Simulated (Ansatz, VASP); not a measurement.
# One calculation of TiPd, two programs

Contents of INCAR:

```
SYSTEM = TiPd
PREC = Accurate
ENCUT = 520
EDIFF = 1E-6
ISMEAR = 0
SIGMA = 0.15
LREAL = .False.
LASPH = .True.
NELM = 100
ALGO = Fast
ISIF = 2
LWAVE = .False.
LCHARG = .True.
LELF = .True.
LVHAR = .True.
NBANDS = 18
```

KPOINTS

```
Automatic mesh
0
Gamma
  16 16 12
  0 0 0
```

File POSCAR:

```
TiPd
1.0
    2.9413709468      0.0000000000      0.0000000000
    0.0000000000      2.9413709468      0.0000000000
    0.0000000000      0.0000000000      3.8657642400
Ti Pd
1 1
Direct
    0.0000000000      0.0000000000      0.0000000000
    0.5000000000      0.5000000000      0.5000000000
```

Input for Ansatz:

```yaml
crystal:
  lattice:
    - [2.9413709468, 0.0, 0.0]
    - [0.0, 2.9413709468, 0.0]
    - [0.0, 0.0, 3.86576424]
  atoms:
    - { symbol: Ti, position: [0.0, 0.0, 0.0] }
    - { symbol: Pd, position: [0.5, 0.5, 0.5] }
basis:
  ecutwfc: 420
kpoints:
  mp_grid: { grid: [16, 16, 12] }
hamiltonian:
  xc: lda
scf:
  occupations: { method: gaussian, width: 0.15 }
output:
  forces: true
  stress: true
  eigenvalues: true
```

Change from the starting cell: strain +0.0450 x Voigt [1, 1, 0, 0, 0, 0], atoms carried along.

Alike in both runs: task single point; functional LDA; k mesh 16 × 16 × 12; occupations gaussian, width 0.15 eV; no spin polarisation.

|  | VASP | Ansatz |
| --- | --- | --- |
| version | VASP 6.6.1 | Ansatz 0.2.0 |
| potentials or method | VASP PAW LDA potentials, release 64 (Ti_sv, Pd) | scalar-relativistic, plane waves, PAW |
| plane-wave cutoff (eV) | 520 | 420 |
| valence electrons in the cell | 22 | 30 |

Ansatz gave:

* gap on the k mesh at the Fermi level (eV): none
* pressure (GPa): -19.1
* largest component of the traceless stress (GPa): 1.03

Task: Estimate VASP's values.

Result: gap on the k mesh at the Fermi level (eV): none; pressure (GPa): -18.9; largest component of the traceless stress (GPa): 1.06.

A gap of «none» marks a metal or a gap that the smearing closes. The two sets of potentials don't hold the same shells in valence.

Caveats: so large a pressure means that the cell lies far from this level's equilibrium, or that cutoff or potentials fall short (VASP).
